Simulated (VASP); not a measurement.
OSZICAR of a VASP run on Zn4S3Se (ordered alloy cell):

**OSZICAR**
```
       N       E                     dE             d eps       ncg     rms          rms(c)
DAV:   1     0.519803639402E+03    0.51980E+03   -0.28936E+04   860   0.168E+03
DAV:   2     0.377626526867E+02   -0.48204E+03   -0.46990E+03   879   0.393E+02
DAV:   3    -0.282555847675E+02   -0.66018E+02   -0.65296E+02   976   0.141E+02
DAV:   4    -0.309622135866E+02   -0.27066E+01   -0.26979E+01  1005   0.286E+01
DAV:   5    -0.310055281742E+02   -0.43315E-01   -0.43288E-01   993   0.381E+00    0.135E+01
DAV:   6    -0.294389997913E+02    0.15665E+01   -0.40835E+00  1175   0.464E+01    0.102E+01
DAV:   7    -0.295093090373E+02   -0.70309E-01   -0.38844E+00   908   0.809E+00    0.440E+00
DAV:   8    -0.294692448730E+02    0.40064E-01   -0.21124E-01  1079   0.497E+00    0.164E+00
DAV:   9    -0.294683127761E+02    0.93210E-03   -0.50586E-02  1087   0.271E+00    0.352E-01
DAV:  10    -0.294684830278E+02   -0.17025E-03   -0.29104E-03   967   0.497E-01    0.227E-01
DAV:  11    -0.294686691397E+02   -0.18611E-03   -0.10976E-03  1154   0.159E-01    0.698E-02
DAV:  12    -0.294686546869E+02    0.14453E-04   -0.23901E-04  1018   0.877E-02    0.426E-02
DAV:  13    -0.294686633072E+02   -0.86203E-05   -0.44412E-05  1013   0.472E-02    0.153E-02
DAV:  14    -0.294686655244E+02   -0.22172E-05   -0.56710E-06   836   0.204E-02    0.952E-03
DAV:  15    -0.294686651184E+02    0.40599E-06   -0.15984E-06   652   0.111E-02
   1 F= -.29468665E+02 E0= -.29468665E+02  d E =-.294687E+02
       N       E                     dE             d eps       ncg     rms          rms(c)
DAV:   1    -0.294694705413E+02   -0.80502E-03   -0.63324E-02  1068   0.189E+00    0.213E-01
DAV:   2    -0.294689070605E+02    0.56348E-03   -0.47459E-03  1050   0.989E-01    0.765E-02
DAV:   3    -0.294688457494E+02    0.61311E-04   -0.17928E-04   978   0.728E-02    0.390E-02
DAV:   4    -0.294688252280E+02    0.20521E-04   -0.18714E-05   956   0.234E-02    0.145E-02
DAV:   5    -0.294688237288E+02    0.14992E-05   -0.36308E-06   764   0.474E-02    0.325E-03
DAV:   6    -0.294688239456E+02   -0.21687E-06   -0.40449E-06   771   0.185E-02
   2 F= -.29468824E+02 E0= -.29468824E+02  d E =-.158827E-03
```

Problem. Which electronic solver shows in the log?

Solution. It is blocked Davidson (ALGO = Normal, or the opening steps of other solvers). The INCAR had ALGO = Normal.

Problem. Can the final energy be trusted as converged?

Solution. The run converged. It stopped with EDIFF = 1E-6, NELM = 100, NSW = 60 and EDIFFG = -0.02 after 2 ionic steps (PBEsol GGA, plane waves, VASP's PBE PAW potentials (set 64)).

The structure was generated: Zn4S3Se was put into an ordered model structure (P-43m), which need not be its known phase. This run relaxes it. Symmetry was kept, so distortions that lower it aren't found. The start is the result of an earlier pass.
